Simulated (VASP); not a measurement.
Data:

```
Ag
1.0
   -1.63494     1.63494     1.63494
    1.63494    -1.63494     1.63494
    1.63494     1.63494    -1.63494
Ag
1
Direct
  0.00000   0.00000   0.00000
```

Computed with r2SCAN meta-GGA, VASP's PBE PAW potentials (set 64) (plane waves; VASP 6.6.1). Settings: 400 eV cut-off, 17×17×17 Γ-centred mesh, tetrahedra with Blöchl corrections, potentials Ag.

Give the energies of bands 1 to 7 at the high-symmetry points, in eV from the Fermi level.

```csv
band,Γ,H,N,P
1,-7.84,-6.65,-6.66,-5.51
2,-5.24,-6.65,-6.01,-5.51
3,-5.24,-3.18,-3.99,-5.51
4,-5.24,-3.18,-3.83,-3.80
5,-3.94,-3.18,-2.94,-3.80
6,-3.94,7.10,-0.01,5.81
7,18.55,7.10,4.07,6.45
```

It has no gap at this level: it comes out as a metal or semimetal.

The structure comes from a computed database's Ag entry (Im-3m); how it stands against other phases isn't given here. It was relaxed first.
